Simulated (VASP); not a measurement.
Zr2BAs:

```
Zr B As
1.0
     3.80790    0.00000    0.00000
     0.00000    3.80790    0.00000
     0.00000    0.00000    4.59243
Zr B As
2 1 1
Cartesian
  1.9040 0.0000 3.0932
  0.0000 1.9040 3.0932
  1.9040 1.9040 1.6597
  1.9040 1.9040 4.4280
```

The cell was built by a generator and needn't be a form met in nature.

```yaml
Program: VASP 6.6.1
Task: relaxation of cell and atoms
Functional: PBE
Potentials_or_basis: VASP PAW PBE potentials, release 64 (Zr_sv, B, As)
Cutoff: 600 eV
k_mesh: 7 × 7 × 6
Occupations: gaussian, width 0.05 eV
Spin: no spin polarisation
```

At the start: pressure 61.6 GPa; volume 16.65 Å³/atom.

**Question.** How do energy, volume and symmetry change on relaxing?

**Answer.** Over 20 steps the energy falls by 1364.2 meV/atom and the volume is 22.91 Å³/atom (+37.6 %); space group P4mm (No. 99, to 0.05 Å).

Step by step:
| step | energy change (eV) | largest force (eV/Å) | pressure (GPa) | volume (Å³) |
| --- | --- | --- | --- | --- |
| 1 | 0.0000 | 8.8211 | 61.63 | 66.59 |
| 2 | 19.6678 | 2.9077 | -4.13 | 149.34 |
| 3 | -2.1278 | 2.4910 | -13.01 | 135.50 |
| 4 | -4.0627 | 3.0614 | -10.95 | 114.14 |
| 5 | -5.0150 | 3.5201 | 4.89 | 88.24 |
| 6 | -5.0837 | 3.4731 | -1.34 | 94.45 |
| 7 | -5.0948 | 3.4922 | 0.12 | 92.77 |
| 8 | -5.2692 | 1.1242 | -2.56 | 95.40 |
| 9 | -5.3153 | 0.5723 | -2.13 | 94.43 |
| 10 | -5.4143 | 0.5172 | 0.42 | 91.42 |
| 11 | -5.4281 | 0.4964 | 1.92 | 89.85 |
| 12 | -5.4548 | 0.2341 | -0.10 | 91.76 |
| 13 | -5.4557 | 0.1883 | 0.20 | 91.47 |
| 14 | -5.4567 | 0.0232 | -0.19 | 91.91 |
| 15 | -5.4568 | 0.0295 | -0.10 | 91.81 |
| 16 | -5.4569 | 0.0104 | 0.01 | 91.68 |
| 17 | -5.4569 | 0.0130 | 0.02 | 91.66 |
| 18 | -5.4569 | 0.0197 | 0.08 | 91.61 |
| 19 | -5.4569 | 0.0144 | 0.04 | 91.65 |
| 20 | -5.4569 | 0.0049 | 0.03 | 91.66 |

Final structure:
```cif
data_structure
_symmetry_space_group_name_H-M 'P 1'
_symmetry_Int_Tables_number 1
_cell_length_a 4.2888
_cell_length_b 4.2888
_cell_length_c 4.9831
_cell_angle_alpha 90.000
_cell_angle_beta 90.000
_cell_angle_gamma 90.000
_cell_volume 91.66
loop_
_atom_site_label
_atom_site_type_symbol
_atom_site_fract_x
_atom_site_fract_y
_atom_site_fract_z
_atom_site_occupancy
Zr1 Zr 0.50000 0.00000 0.62773 1
Zr2 Zr 0.00000 0.50000 0.62773 1
B1 B 0.50000 0.50000 0.40877 1
As1 As 0.50000 0.50000 0.00848 1
```

Caveat: the volume moved by over 15 % at a fixed basis, so the end points are rough.
